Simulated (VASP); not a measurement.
An input for Quantum ESPRESSO's pw.x (written as the equivalent of a VASP run, and not itself run):

```
&CONTROL
  calculation = 'scf'
  pseudo_dir = './pseudo'
  outdir = './out'
  tprnfor = .true.
  tstress = .true.
/
&SYSTEM
  ibrav = 0
  nat = 2
  ntyp = 2
  ecutwfc = 96
  occupations = 'tetrahedra'
  input_dft = 'pbe'
/
&ELECTRONS
  conv_thr = 7.3e-08
  electron_maxstep = 100
/
ATOMIC_SPECIES
  Al 26.982 Al.upf
  Co 58.933 Co.upf
CELL_PARAMETERS angstrom
     2.8600000    0.0000000    0.0000000
     0.0000000    2.8600000    0.0000000
     0.0000000    0.0000000    2.8600000
ATOMIC_POSITIONS crystal
  Al   0.5000000  0.5000000  0.5000000
  Co   0.0000000  0.0000000  0.0000000
K_POINTS automatic
  11 11 11 0 0 0
```

Problem. Write the VASP files for the same calculation (PBE).

Solution. This is not unique; one that fits is 
POSCAR:
```
CoAl
2.860
  1.0000000000   0.0000000000   0.0000000000
  0.0000000000   1.0000000000   0.0000000000
  0.0000000000   0.0000000000   1.0000000000
Al Co
1 1
Cartesian
  0.5000000000   0.5000000000   0.5000000000
  0.0000000000   0.0000000000   0.0000000000
```

**KPOINTS**
```
Automatic mesh
0
Gamma
11 11 11
0 0 0
```

**INCAR**
```
ALGO  =  Normal   # blocked Davidson
LMAXMIX  =  4   # l cut-off of mixed one-centre charges
ISMEAR  =  -5
SYSTEM  =  CoAl
EDIFF  =  1E-6   # SCF stop (eV)
ISIF  =  2   # forces and stress, cell fixed
LREAL  =  .False.   # projection in real space or not
PREC  =  Accurate
LASPH  =  .True.   # aspherical one-centre terms
NELM  =  100   # most electronic steps
GGA  =  PE   # PBE
ENCUT  =  400   # plane-wave cut-off (eV)
LWAVE  =  .False.
LCHARG  =  .False.
```

POTCAR, in this order: Al Co (PBE.64 set). Program: vasp_std.

The two are equivalent in intent, not identical: the potentials are each code's own (VASP's PAW set, PseudoDojo norm-conserving files in pw.x), so ENCUT and ecutwfc are chosen apart and not converted; conv_thr bounds pw.x's estimated SCF error, while EDIFF bounds the energy change between steps.

The compound is CoAl in the CsCl type structure. The cell was not relaxed at this level. The run is one of a series of settings (ISMEAR = -5, SIGMA removed against the base run), some of them coarse on purpose.
